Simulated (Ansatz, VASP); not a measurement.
## Two plane-wave programs on Cu3Pt

The input INCAR:

```
PREC = Accurate
ENCUT = 520
EDIFF = 1E-7
ISMEAR = -1
SIGMA = 0.1
LREAL = False
LASPH = True
NELM = 60
ALGO = Normal
ISIF = 2
LWAVE = False
LCHARG = False
NBANDS = 30
```

Contents of KPOINTS:

```
regular mesh
0
Gamma
  6 6 6
```

File POSCAR:

```
Cu3Pt
1.0
    3.7100000000      0.0000000000      0.0000000000
    0.0000000000      3.7100000000      0.0000000000
    0.0000000000      0.0000000000      3.7100000000
Cu Pt
3 1
Direct
    0.0000000000      0.5000000000      0.5000000000
    0.5000000000      0.0000000000      0.5000000000
    0.5000000000      0.5000000000      0.0000000000
    0.0000000000      0.0000000000      0.0000000000
```

Input for Ansatz:

```yaml
crystal:
  lattice:
    a: 3.71
    b: 3.71
    c: 3.71
    alpha: 90.0
    beta: 90.0
    gamma: 90.0
  atoms:
    - { symbol: Cu, position: [0.0, 0.5, 0.5] }
    - { symbol: Cu, position: [0.5, 0.0, 0.5] }
    - { symbol: Cu, position: [0.5, 0.5, 0.0] }
    - { symbol: Pt, position: [0.0, 0.0, 0.0] }
basis:
  ecutwfc: 500.0
kpoints:
  mp_grid:
    grid: [6, 6, 6]
hamiltonian:
  xc: lda
scf:
  occupations:
    method: fermi_dirac
    width: 0.1
output:
  forces: true
  stress: true
```

Alike in both runs: task single point; functional LDA; k mesh 6 × 6 × 6; occupations fermi-dirac, width 0.1 eV; no spin polarisation.

|  | VASP | Ansatz |
| --- | --- | --- |
| version | VASP 6.6.1 | Ansatz 0.2.0 |
| potentials or method | VASP PAW LDA potentials, release 64 (Cu, Pt) | plane waves, PAW |
| plane-wave cutoff (eV) | 520 | 500 |
| valence electrons in the cell | 43 | 75 |

Ansatz gave:

- pressure (GPa): -12.5

Q: What did VASP give for the same quantities?

A: Pressure (GPa): -11.7.

The two sets of potentials don't hold the same shells in valence.

The runs have no spin-orbit coupling, so splittings on Pt are missing.
